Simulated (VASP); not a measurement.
NbP (relaxed from the CsCl type structure, space group Pm-3m): computed properties

The numbers are results of PBE GGA, VASP's PBE PAW potentials (set 64) (plane waves; VASP), not measurements.

- space group: Pm-3m (221)
- cell: a = 3.1075 Å, b = 3.1075 Å, c = 3.1075 Å, α = 90.00°, β = 90.00°, γ = 90.00°
- volume per atom: 15.00 Å³/atom
- band gap (over mesh and band path): none (metal, semimetal or under 0.01 eV)
- density: 6.86 g/cm³

Space group Pm-3m (No. 221); a = 3.1075 Å, b = 3.1075 Å, c = 3.1075 Å, α = 90.00°, β = 90.00°, γ = 90.00°

```
atom  site  symmetry       x       y       z
----  ----  --------  ------  ------  ------
Nb      1a      m-3m  0.0000  0.0000  0.0000
P       1b      m-3m  0.5000  0.5000  0.5000
```

The structure was generated: NbP was put into the CsCl type type (Pm-3m), which need not be its known phase. It was relaxed first, which changed the volume by -31 %. Symmetry was kept, so distortions that lower it aren't found.
